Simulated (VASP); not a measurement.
A convergence study with VASP on V (bcc): a few settings are varied, all else stays as given below, so the limit is that of these other settings. The cell's lengths are 1 % over those of the tabulated start, so it is off equilibrium.

```
V
1.0
   -1.53015     1.53015     1.53015
    1.53015    -1.53015     1.53015
    1.53015     1.53015    -1.53015
V
1
Direct
  0.00000   0.00000   0.00000
```

All values below come from PBEsol GGA, VASP's PBE PAW potentials (set 64) (plane waves; VASP 6.6.1). The last row used: 550 eV cut-off, 14×14×14 Γ-centred mesh, first-order Methfessel-Paxton smearing of 0.10 eV, potentials V_sv.

| setting | E (eV/atom) | pressure (GPa) | electronic steps |
|---|---|---|---|
| ALGO = Normal, EDIFF = 1E-2 | -9.5649 | -16.00 | 9 |
| ALGO = Normal, EDIFF = 1E-3 | -9.5649 | -17.36 | 9 |
| ALGO = Normal, EDIFF = 1E-4 | -9.5649 | -17.36 | 9 |
| ALGO = Normal, EDIFF = 1E-5 | -9.5649 | -16.58 | 10 |
| ALGO = Normal, EDIFF = 1E-6 | -9.5649 | -16.68 | 11 |
| ALGO = Normal, EDIFF = 1E-7 | -9.5649 | -16.68 | 11 |
| ALGO = Normal, EDIFF = 1E-8 | -9.5649 | -16.67 | 14 |
| ALGO = Normal, EDIFF = 1E-9 | -9.5649 | -16.67 | 14 |
| ALGO = Fast, EDIFF = 1E-2 | -9.5657 | -8.31 | 8 |
| ALGO = Fast, EDIFF = 1E-3 | -9.5648 | -21.90 | 9 |
| ALGO = Fast, EDIFF = 1E-4 | -9.5649 | -16.91 | 12 |
| ALGO = Fast, EDIFF = 1E-5 | -9.5649 | -16.94 | 12 |
| ALGO = Fast, EDIFF = 1E-6 | -9.5649 | -16.51 | 13 |
| ALGO = Fast, EDIFF = 1E-7 | -9.5649 | -16.66 | 17 |
| ALGO = Fast, EDIFF = 1E-8 | -9.5649 | -16.66 | 17 |
| ALGO = Fast, EDIFF = 1E-9 | -9.5649 | -16.67 | 21 |
| ALGO = All, EDIFF = 1E-2 | -9.5631 | -14.15 | 12 |
| ALGO = All, EDIFF = 1E-3 | -9.5647 | -16.95 | 14 |
| ALGO = All, EDIFF = 1E-4 | -9.5648 | -16.37 | 15 |
| ALGO = All, EDIFF = 1E-5 | -9.5649 | -16.77 | 17 |
| ALGO = All, EDIFF = 1E-6 | -9.5649 | -16.67 | 19 |
| ALGO = All, EDIFF = 1E-7 | -9.5649 | -16.64 | 21 |
| ALGO = All, EDIFF = 1E-8 | -9.5649 | -16.66 | 23 |
| ALGO = All, EDIFF = 1E-9 | -9.5649 | -16.66 | 23 |

Left out are rungs that failed or repeat a setting and relaxations that didn't move; long series are thinned to 24 rows.

The compound is V in the bcc structure. The cell was not relaxed at this level. The run is not spin-polarised, so no magnetic state was tried.
